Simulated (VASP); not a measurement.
A run of VASP 6.6.1 is set up as follows.

The input INCAR:

```
SYSTEM = Na4SrCaSi2
ALGO     = Normal         ! electronic algorithm
BPARAM   = 11.95        
CPARAM   = 0.0093       
EDIFF    = 1E-6           ! SCF threshold, eV
ENCUT    = 520            ! plane-wave cutoff, eV
ISIF     = 2              ! what is computed and relaxed
ISMEAR   = -1             ! smearing method
IVDW_NL  = 2            
LASPH    = .TRUE.         ! aspherical terms in the spheres
LCHARG   = .FALSE.        ! write CHGCAR
LMIXTAU  = .TRUE.       
LORBIT   = 11             ! projections on sites
LREAL    = .FALSE.        ! projectors in reciprocal space
LUSE_VDW = .TRUE.       
LWAVE    = .FALSE.        ! write WAVECAR
METAGGA  = R2SCAN         ! meta-GGA
NELM     = 60             ! most SCF steps
PREC     = Accurate       ! precision mode
SIGMA    = 0.1            ! smearing width, eV
```

The input KPOINTS:

```
k-points
0
G
  5 5 4
  0 0 0
```

Contents of POSCAR:

```
Na4SrCaSi2
5.2991
    1.000008114585      0.000000000000      0.000000000000
    0.000000000000      1.000008114585      0.000000000000
    0.000000000000      0.000000000000      1.402447208016
Sr Ca Si Na
1 1 2 4
Direct
    0.0000000000      0.0000000000      0.0000000000
    0.5000000000      0.5000000000      0.5000000000
    0.0000000000      0.5000000000      0.2576830000
    0.5000000000      0.0000000000      0.7423170000
    0.0000000000      0.0000000000      0.5000000000
    0.5000000000      0.5000000000      0.0000000000
    0.0000000000      0.5000000000      0.7431210000
    0.5000000000      0.0000000000      0.2568790000
```

Potentials or basis: VASP PAW PBE potentials, release 64 (Sr_sv, Ca_sv, Si, Na_pv).

Command:

```sh
$ cat potpaw_PBE.64/Sr_sv/POTCAR potpaw_PBE.64/Ca_sv/POTCAR potpaw_PBE.64/Si/POTCAR potpaw_PBE.64/Na_pv/POTCAR > POTCAR
$ mpirun -np 1 vasp_std > vasp.out
```

What does it give for the pressure?

-0.7 GPa.

Estimate the largest force.

0.084 eV/Å.

Forces in eV/Å, atoms in the order of the input:
```
Sr   0.000  0.000  0.000
Ca   0.000  0.000  0.000
Si   0.000  0.000  0.043
Si   0.000  0.000 -0.043
Na   0.000  0.000  0.000
Na   0.000  0.000  0.000
Na   0.000  0.000 -0.084
Na   0.000  0.000  0.084
```

Caveat: the PAW data sets were made with another functional, which shifts forces and pressure a little.
